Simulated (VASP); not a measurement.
Input of a VASP 6.6.1 run:

File INCAR:

```
PREC     = Accurate       # precision mode
ENCUT    = 520            # plane-wave cutoff, eV
EDIFF    = 1E-7           # SCF threshold, eV
ISMEAR   = 0              # smearing method
SIGMA    = 0.01           # smearing width, eV
LREAL    = False          # projectors in reciprocal space
LASPH    = True           # aspherical terms in the spheres
NELM     = 100            # most SCF steps
ALGO     = Normal         # electronic algorithm
ISIF     = 2              # what is computed and relaxed
LWAVE    = False          # write WAVECAR
LCHARG   = False          # write CHGCAR
NBANDS   = 48             # bands
```

File KPOINTS:

```
Automatic mesh
0
Gamma
  4 4 4
```

File POSCAR:

```
Cs2LiYF6
1.0
    0.0000000000      4.4808280000      4.4808280000
    4.4808280000      0.0000000000      4.4808280000
    4.4808280000      4.4808280000      0.0000000000
Cs Li Y F
2 1 1 6
Direct
    0.2500000000      0.2500000000      0.2500000000
    0.7500000000      0.7500000000      0.7500000000
    0.5000000000      0.5000000000      0.5000000000
    0.0000000000      0.0000000000      0.0000000000
    0.2467240000      0.2467240000      0.7532760000
    0.2467240000      0.7532760000      0.7532760000
    0.7532760000      0.7532760000      0.2467240000
    0.2467240000      0.7532760000      0.2467240000
    0.7532760000      0.2467240000      0.7532760000
    0.7532760000      0.2467240000      0.2467240000
```

Potentials or basis: VASP PAW LDA potentials, release 64 (Cs_sv, Li_sv, Y_sv, F).

Command:

```bash
$ cat potpaw_LDA.64/Cs_sv/POTCAR potpaw_LDA.64/Li_sv/POTCAR potpaw_LDA.64/Y_sv/POTCAR potpaw_LDA.64/F/POTCAR > POTCAR
$ mpirun -np 1 vasp_std > vasp.out
```

Problem. Predict the band gap on the k mesh.

Solution. 6.93 eV, direct.

Problem. Predict the largest force.

Solution. 0.397 eV/Å.

Forces in eV/Å, atoms in the order of the input:
```
Cs   0.000  0.000  0.000
Cs   0.000  0.000  0.000
Li   0.000  0.000  0.000
Y    0.000  0.000  0.000
F    0.000  0.000 -0.397
F    0.397  0.000  0.000
F    0.000  0.000  0.397
F    0.000 -0.397  0.000
F    0.000  0.397  0.000
F   -0.397  0.000  0.000
```

Caveat: spin-orbit coupling is left out, which moves the levels of the heavy elements. LDA gaps usually lie below the measured ones, often by a third to a half.
